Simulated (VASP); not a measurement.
VASP runs on Si3N4 (space group P6_3/m) share one base input (PBEsol GGA, plane waves, VASP's PBE PAW potentials (set 64)) and change the settings named in each case.

**POSCAR**
```
Si3N4
1
    7.6045400000     0.0000000000     0.0000000000
   -3.8022700000     6.5857250000     0.0000000000
    0.0000000000     0.0000000000     2.9052000000
Si N
6 8
Direct
  0.2310800000   0.8249500000   0.7500000000
  0.7689200000   0.1750500000   0.2500000000
  0.4061300000   0.2310800000   0.2500000000
  0.5938700000   0.7689200000   0.7500000000
  0.1750500000   0.4061300000   0.7500000000
  0.8249500000   0.5938700000   0.2500000000
  0.3333330000   0.6666670000   0.7500000000
  0.6666670000   0.3333330000   0.2500000000
  0.9691900000   0.6698500000   0.7500000000
  0.0308100000   0.3301500000   0.2500000000
  0.2993400000   0.9691900000   0.2500000000
  0.7006600000   0.0308100000   0.7500000000
  0.3301500000   0.2993400000   0.7500000000
  0.6698500000   0.7006600000   0.2500000000
```

KPOINTS:
```
K-points
0
Gamma
3 3 6
0 0 0
```

**INCAR**
```
SYSTEM  =  Si3N4
PREC  =  Accurate; ENCUT  =  400; LREAL  =  Auto
LASPH  =  .True.
EDIFF  =  1E-6; NELM  =  100; ALGO  =  Normal
ISMEAR  =  0; SIGMA  =  0.01
GGA  =  PS
ISIF  =  2
LWAVE  =  .False.; LCHARG  =  .False.
```

POTCAR, in this order: Si N (PBE.64 set). Program: vasp_std.

```json
[
 {"change": "base run", "E(σ→0) (eV/atom)": "-8.5976", "pressure (GPa)": "-1.95", "largest force (eV/Å)": "0.051"},
 {"change": "IVDW = 10 (refused)", "E(σ→0) (eV/atom)": "-", "pressure (GPa)": "-", "largest force (eV/Å)": "-"},
 {"change": "IVDW = 11", "E(σ→0) (eV/atom)": "-8.7128", "pressure (GPa)": "-3.59", "largest force (eV/Å)": "0.031"},
 {"change": "IVDW = 12", "E(σ→0) (eV/atom)": "-8.7983", "pressure (GPa)": "-5.07", "largest force (eV/Å)": "0.047"},
 {"change": "IVDW = 12", "E(σ→0) (eV/atom)": "-8.7983", "pressure (GPa)": "-5.07", "largest force (eV/Å)": "0.047"},
 {"change": "IVDW = 13", "E(σ→0) (eV/atom)": "-8.7623", "pressure (GPa)": "-4.30", "largest force (eV/Å)": "0.049"},
 {"change": "GGA = RE, IVDW = 13", "E(σ→0) (eV/atom)": "-8.4491", "pressure (GPa)": "-5.83", "largest force (eV/Å)": "0.083"},
 {"change": "GGA removed, POTCAR Si N (LDA.64 set)", "E(σ→0) (eV/atom)": "-9.0377", "pressure (GPa)": "-6.77", "largest force (eV/Å)": "0.027"},
 {"change": "GGA = PE", "E(σ→0) (eV/atom)": "-8.1773", "pressure (GPa)": "1.35", "largest force (eV/Å)": "0.043"},
 {"change": "GGA = RP", "E(σ→0) (eV/atom)": "-7.7935", "pressure (GPa)": "4.58", "largest force (eV/Å)": "0.046"},
 {"change": "GGA = RE", "E(σ→0) (eV/atom)": "-7.8549", "pressure (GPa)": "3.77", "largest force (eV/Å)": "0.045"},
 {"change": "GGA removed, LMIXTAU = .TRUE., METAGGA = R2SCAN", "E(σ→0) (eV/atom)": "-10.2846", "pressure (GPa)": "-4.84", "largest force (eV/Å)": "0.027"},
 {"change": "GGA = 91", "E(σ→0) (eV/atom)": "-8.2081", "pressure (GPa)": "1.15", "largest force (eV/Å)": "0.044"}
]
```
 Energies of different potentials or functionals have different zeros.  At 400 eV the pressure can carry a Pulay error.

Left out are runs that ran out of time, are held back, or changed the cell or the kind of run, fixed moments of cells without a moment, rows past the twelfth, gaps on odd meshes, pressures of charged cells and columns that move by less than the noise.

The structure comes from a computed database's Si3N4 entry; how it stands against other phases isn't given here. The cell was not relaxed at this level, forces remain on its atoms.
